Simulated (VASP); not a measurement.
```
KTaO3
1.0
    4.01600     0.00000     0.00000
    0.00000     4.01600     0.00000
    0.00000     0.00000     4.01600
K Ta O
1 1 3
Direct
  0.00000   0.00000   0.00000
  0.50000   0.50000   0.50000
  0.50000   0.00000   0.50000
  0.00000   0.50000   0.50000
  0.50000   0.50000   0.00000
```

Level of theory: PBE GGA with D3 dispersion (zero damping), VASP's PBE PAW potentials (set 64) (plane waves; VASP). Numerical set-up: 520 eV cut-off, 6×6×6 Γ-centred mesh, Gaussian smearing of 0.050 eV, potentials K_sv Ta_pv O.

### Question
The job: KTaO$_{3}$ (cubic perovskite), 5 atoms, PBE-D3 (zero damping), static run, 520 eV, 6×6×6 Γ-centred mesh. Roughly how much core time does it take on a busy server core?

### Answer
About 20 core-seconds (one run on a shared machine, a rough figure). It had 20 irreducible k-points, 23 bands, up to 1775 plane waves and 15 electronic steps.

The compound is KTaO3 in the cubic perovskite structure. It was relaxed first.
